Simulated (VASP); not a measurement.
Input for VASP

**INCAR**
```
# general
SYSTEM  = ZrN
PREC    = Accurate
ENCUT   = 400
LREAL   = .FALSE.
LASPH   = .TRUE.

# electronic loop
EDIFF   = 1E-6
NELM    = 100
ALGO    = Normal
LMAXMIX = 4

# smearing
ISMEAR  = 0
SIGMA   = 0.2

# ions
ISIF    = 2

# output
LWAVE   = .FALSE.
LCHARG  = .FALSE.
```

**KPOINTS**
```
Automatic mesh
0
G
 16 16 16
0 0 0
```

**POSCAR**
```
ZrN
1
    0.0000000000     2.2900000000     2.2900000000
    2.2900000000     0.0000000000     2.2900000000
    2.2900000000     2.2900000000     0.0000000000
Zr N
1 1
Direct
  0.0000000000   0.0000000000   0.0000000000
  0.5000000000   0.5000000000   0.5000000000
```

POTCAR, in this order: Zr_sv N (LDA.64 set). Program: vasp_std.

### Question
Write an equivalent input for Ansatz.

### Answer
One equivalent input (not run):
Ansatz 0.2 input:
```yaml
crystal:
  lattice:
    - [0.0000000, 2.2900000, 2.2900000]
    - [2.2900000, 0.0000000, 2.2900000]
    - [2.2900000, 2.2900000, 0.0000000]
  atoms:
    - { symbol: Zr, position: [0.0000000, 0.0000000, 0.0000000] }
    - { symbol: N, position: [0.5000000, 0.5000000, 0.5000000] }
kpoints:
  mp_grid: { grid: [16, 16, 16] }
hamiltonian:
  xc: lda
  pseudopotentials: { kind: paw }
scf:
  occupations: { method: gaussian, width: 0.2 }
  max_iter: 100
output: { forces: true, stress: true, eigenvalues: true }
```
The two are equivalent in intent, not identical: each code has its own PAW files, so the cut-off isn't converted (ENCUT is set for VASP's; basis.ecutwfc is left out, and Ansatz then takes the one that its files recommend); Ansatz stops its SCF on the density residual and VASP on the energy change (EDIFF); Ansatz's lda is the Perdew-Wang form, while the LDA potentials of VASP carry Perdew-Zunger's.

The structure is a typed ZrN crystal (Fm-3m). The cell was not relaxed at this level.
